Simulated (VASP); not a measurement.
Output of a VASP run:

### OSZICAR
```
       N       E                     dE             d eps       ncg     rms          rms(c)
DAV:   1    -0.565864160536E+02   -0.56586E+02   -0.44127E+03  6592   0.775E+02
DAV:   2    -0.694939108156E+02   -0.12907E+02   -0.12540E+02  9576   0.926E+01
DAV:   3    -0.695604895317E+02   -0.66579E-01   -0.66579E-01  6040   0.816E+00
DAV:   4    -0.695605696823E+02   -0.80151E-04   -0.80151E-04  8472   0.282E-01
DAV:   5    -0.218938842300E+02    0.47667E+02   -0.93667E-01  7232   0.102E+01    0.612E+00
DAV:   6    -0.212708480224E+02    0.62304E+00   -0.47497E-01  6208   0.568E+00    0.375E+00
DAV:   7    -0.211167691180E+02    0.15408E+00   -0.17935E-01  6832   0.337E+00    0.230E+00
DAV:   8    -0.210812737602E+02    0.35495E-01   -0.46919E-02  5976   0.173E+00    0.141E+00
DAV:   9    -0.210730549880E+02    0.82188E-02   -0.10871E-02  6512   0.842E-01    0.853E-01
DAV:  10    -0.210711431824E+02    0.19118E-02   -0.25076E-03  6576   0.415E-01    0.513E-01
DAV:  11    -0.210707116361E+02    0.43155E-03   -0.59906E-04  7392   0.212E-01    0.305E-01
DAV:  12    -0.210706237391E+02    0.87897E-04   -0.15265E-04  7048   0.114E-01    0.181E-01
DAV:  13    -0.210706113772E+02    0.12362E-04   -0.42424E-05  6400   0.644E-02    0.107E-01
DAV:  14    -0.210706126462E+02   -0.12690E-05   -0.12882E-05  6224   0.380E-02    0.623E-02
DAV:  15    -0.210706149799E+02   -0.23337E-05   -0.41920E-06  6376   0.227E-02    0.364E-02
DAV:  16    -0.210706163287E+02   -0.13488E-05   -0.14667E-06  5696   0.140E-02    0.211E-02
DAV:  17    -0.210706169417E+02   -0.61301E-06   -0.53847E-07  2928   0.873E-03
   1 F= -.21070617E+02 E0= -.21070617E+02  d E =-.389534E-78
```

File OUTCAR:
```
------------------------ aborting loop because EDIFF is reached ----------------------------------------
  FORCE on cell =-STRESS in cart. coord.  units (eV):
  Direction    XX          YY          ZZ          XY          YZ          ZX
  --------------------------------------------------------------------------------------
  Total       -0.5560361     -0.5602269     -0.5893002      0.1535583     -0.0243094     -0.0540797
  in kB      -78.9312732    -79.5261752    -83.6532253     21.7981438     -3.4507982     -7.6768022
  external PRESSURE =     -80.7035579 kB  Pullay stress =       0.0000000 kB
  volume of cell :       11.29
      direct lattice vectors                 reciprocal lattice vectors
     0.000000000  1.780375000  1.780375000    -0.280839711  0.280839711  0.280839711
     1.780375000  0.000000000  1.780375000     0.280839711 -0.280839711  0.280839711
     1.780375000  1.780375000  0.000000000     0.280839711  0.280839711 -0.280839711
 POSITION                                       TOTAL-FORCE (eV/Angst)
 -----------------------------------------------------------------------------------
      1.78054      1.77357      1.79965         0.052616      0.554687     -1.569339
      2.67039      2.67737      2.65128        -0.052616     -0.554687      1.569339
 -----------------------------------------------------------------------------------
    total drift:                               -0.000000      0.000000      0.000000
  FREE ENERGIE OF THE ION-ELECTRON SYSTEM (eV)
  ---------------------------------------------------
  free  energy   TOTEN  =       -21.0706169417 eV

  energy  without entropy=      -21.0706169417  energy(sigma->0) =      -21.07061694

  exchange ACFDT corr.  =         0.00000000  see jH, gK, PRB 81, 115126
```
(Selected blocks of OUTCAR.)

**POSCAR**
```
C
1
    0.0000000000     1.7803750000     1.7803750000
    1.7803750000     0.0000000000     1.7803750000
    1.7803750000     1.7803750000     0.0000000000
C
2
Direct
  0.5034550000   0.5073730000   0.4927220000
  0.7465450000   0.7426270000   0.7572780000
```

**Question.** Reconstruct the remaining input files.

**Answer.** One answer among several that fit: the input of the run itself, HSE06 screened hybrid, plane waves, VASP's PBE PAW potentials (set 64).

INCAR:
```
ENCUT=400   # plane-wave cut-off (eV)
ISMEAR=0
ISYM=3
EDIFF=1E-6   # SCF stop (eV)
PREC=Accurate
SIGMA=0.01   # width (eV)
PRECFOCK=Fast
LREAL=.FALSE.   # projection in real space or not
GGA=PE
LHFCALC=.TRUE.
NELM=100
LASPH=.TRUE.   # aspherical one-centre terms
SYSTEM=C
ISIF=2   # forces and stress, cell fixed
ALGO=Normal   # blocked Davidson
HFSCREEN=0.2
AEXX=0.25
LWAVE=.FALSE.
LCHARG=.FALSE.
```

KPOINTS:
```
Automatic
0
G
  9 9 9
```

POTCAR, in this order: C (PBE.64 set). Program: vasp_std.

At this cut-off the stress carries a Pulay error, which pulls relaxed volumes low.

The structure comes from a computed database's C entry; how it stands against other phases isn't given here. The cell was not relaxed at this level, atoms are displaced from their ideal sites.
